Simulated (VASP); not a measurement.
Output of a VASP run:

File OSZICAR:
```
       N       E                     dE             d eps       ncg     rms          rms(c)
DAV:   1     0.152686666952E+03    0.15269E+03   -0.92315E+03  2664   0.852E+02
DAV:   2     0.113838879726E+01   -0.15155E+03   -0.14912E+03  3900   0.201E+02
DAV:   3    -0.835139374154E+01   -0.94898E+01   -0.94667E+01  3128   0.619E+01
DAV:   4    -0.846332568503E+01   -0.11193E+00   -0.11187E+00  3400   0.784E+00
DAV:   5    -0.846471922967E+01   -0.13935E-02   -0.13934E-02  3124   0.858E-01    0.168E+01
DAV:   6    -0.809410932712E+01    0.37061E+00   -0.26593E-01  2912   0.343E+00    0.110E+01
DAV:   7    -0.797947774729E+01    0.11463E+00   -0.58428E-01  3086   0.496E+00    0.971E-01
DAV:   8    -0.796535519178E+01    0.14123E-01   -0.73052E-02  2792   0.188E+00    0.416E-01
DAV:   9    -0.796553843049E+01   -0.18324E-03   -0.20662E-03  3202   0.312E-01    0.106E-01
DAV:  10    -0.796564008782E+01   -0.10166E-03   -0.15066E-04  3474   0.880E-02    0.607E-02
DAV:  11    -0.796564986881E+01   -0.97810E-05   -0.34452E-05  2974   0.383E-02    0.992E-03
DAV:  12    -0.796565094643E+01   -0.10776E-05   -0.39418E-06  2966   0.145E-02    0.579E-03
DAV:  13    -0.796565156186E+01   -0.61543E-06   -0.75587E-07  1640   0.655E-03
   1 F= -.79656516E+01 E0= -.79656516E+01  d E =-.529208E-11
```

OUTCAR:
```
------------------------ aborting loop because EDIFF is reached ----------------------------------------
  FORCE on cell =-STRESS in cart. coord.  units (eV):
  Direction    XX          YY          ZZ          XY          YZ          ZX
  --------------------------------------------------------------------------------------
  Total       -0.8033670     -0.2784471     -0.8076272     -0.0004828      0.0007674      0.3530320
  in kB      -11.1483833     -3.8640307    -11.2075025     -0.0067001      0.0106492      4.8990511
  external PRESSURE =      -8.7399721 kB  Pullay stress =       0.0000000 kB
  volume of cell :      115.45
      direct lattice vectors                 reciprocal lattice vectors
     2.240000000 -3.120000000  0.000000000     0.223214286 -0.160256410  0.000000000
     2.240000000  3.120000000  0.000000000     0.223214286  0.160256410  0.000000000
     0.000000000  0.000000000  8.260000000     0.000000000  0.000000000  0.121065375
 POSITION                                       TOTAL-FORCE (eV/Angst)
 -----------------------------------------------------------------------------------
      3.93674      0.00887      7.42932        -0.095494     -0.002026     -0.279691
      2.77394     -0.00807      3.28515        -0.086138      0.000905      0.064128
      1.70162     -0.01017      4.97949         0.085029      0.003024     -0.065294
      0.54770      0.00936      0.82603         0.096602     -0.001903      0.280856
 -----------------------------------------------------------------------------------
    total drift:                                0.000023     -0.000106     -0.000069
  FREE ENERGIE OF THE ION-ELECTRON SYSTEM (eV)
  ---------------------------------------------------
  free  energy   TOTEN  =        -7.9656515619 eV

  energy  without entropy=       -7.9656515619  energy(sigma->0) =       -7.96565156
```
(Selected blocks of OUTCAR.)

File POSCAR:
```
Cl
1
    2.2400000000    -3.1200000000     0.0000000000
    2.2400000000     3.1200000000     0.0000000000
    0.0000000000     0.0000000000     8.2600000000
Cl
4
Direct
  0.8773140000   0.8801580000   0.8994340000
  0.6204770000   0.6178910000   0.3977180000
  0.3814560000   0.3781970000   0.6028440000
  0.1207540000   0.1237550000   0.1000040000
```

Q: Write an INCAR and KPOINTS that could have produced this output.

A: This is not unique; one that fits is the input of the run itself, PBEsol GGA, plane waves, VASP's PBE PAW potentials (set 64).

### KPOINTS
```
K-points
0
G
7 7 3
0 0 0
```

INCAR:
```
# general
SYSTEM  =  Cl
PREC    =  Accurate
ENCUT   =  300
LREAL   =  .False.
LASPH   =  .True.

# electronic loop
EDIFF   =  1E-6
NELM    =  100
ALGO    =  Normal

# smearing
ISMEAR  =  -1
SIGMA   =  0.02

# functional
GGA     =  PS

# ions
ISIF    =  2

# output
LWAVE   =  .False.
LCHARG  =  .False.
```

POTCAR, in this order: Cl (PBE.64 set). Program: vasp_std.

At this cut-off the stress carries a Pulay error, which pulls relaxed volumes low.

The structure is a typed Cl crystal. The cell was not relaxed at this level, atoms are displaced from their ideal sites. The run is one of a series of settings (GGA = PS against the base run), some of them coarse on purpose.
